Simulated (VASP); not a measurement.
An input for Ansatz (written as the equivalent of a VASP run, and not itself run):

Ansatz 0.2 input:
```yaml
crystal:
  lattice:
    - [3.5960327, 0.0000000, 0.0000000]
    - [0.0000000, 3.5960327, 0.0000000]
    - [0.0000000, 0.0000000, 4.0596791]
  atoms:
    - { symbol: Sn, position: [0.5000000, 0.0000000, 0.7108487] }
    - { symbol: Sn, position: [0.0000000, 0.5000000, 0.2891513] }
    - { symbol: O, position: [0.5000000, 0.5000000, 0.0000000] }
    - { symbol: O, position: [0.0000000, 0.0000000, 0.0000000] }
kpoints:
  mp_grid: { grid: [9, 9, 8] }
hamiltonian:
  xc: pbe
  pseudopotentials: { kind: paw }
scf:
  occupations: { method: methfessel_paxton, width: 0.1 }
  max_iter: 100
relax:
  max_steps: 40
  f_tol: 0.02
  cell: { p_target: 45 }
output: { forces: true, stress: true, eigenvalues: true }
```

**Question.** Translate this input to VASP (INCAR, KPOINTS, POSCAR, choice of POTCAR).

**Answer.** This is not unique; one that fits is 
KPOINTS:
```
Automatic mesh
0
Gamma
9 9 8
0 0 0
```

File POSCAR:
```
SnO
1
    3.5960327245     0.0000000000     0.0000000000
    0.0000000000     3.5960327245    -0.0000000000
    0.0000000000    -0.0000000000     4.0596791405
Sn O
2 2
Direct
  0.5000000000   0.0000000000   0.7108487010
  0.0000000000   0.5000000000   0.2891512990
  0.5000000000   0.5000000000   0.0000000000
  0.0000000000   0.0000000000   0.0000000000
```

**INCAR**
```
# general
SYSTEM  = SnO
PREC    = Accurate
ENCUT   = 620   # plane-wave cut-off (eV)
LREAL   = .FALSE.   # projection in real space or not
LASPH   = .TRUE.

# electronic loop
EDIFF   = 1E-6   # SCF stop (eV)
NELM    = 100
ALGO    = Normal
LMAXMIX = 4   # l cut-off of mixed one-centre charges

# smearing
ISMEAR  = 1   # Methfessel-Paxton
SIGMA   = 0.1

# functional
GGA     = PE

# ions
IBRION  = 2   # conjugate gradients
NSW     = 40
ISIF    = 3
EDIFFG  = -0.02   # ionic stop
PSTRESS = 450   # kbar

# output
LWAVE   = .FALSE.
LCHARG  = .FALSE.
```

POTCAR, in this order: Sn_d O (PBE.64 set). Program: vasp_std.

What does not carry over: each code has its own PAW files, so the cut-off isn't converted (ENCUT is set for VASP's; basis.ecutwfc is left out, and Ansatz then takes the one that its files recommend); Ansatz stops its SCF on the density residual and VASP on the energy change (EDIFF).

The compound is SnO in the litharge structure. This run relaxes it under an external pressure of 45 GPa. Symmetry was kept, so distortions that lower it aren't found.
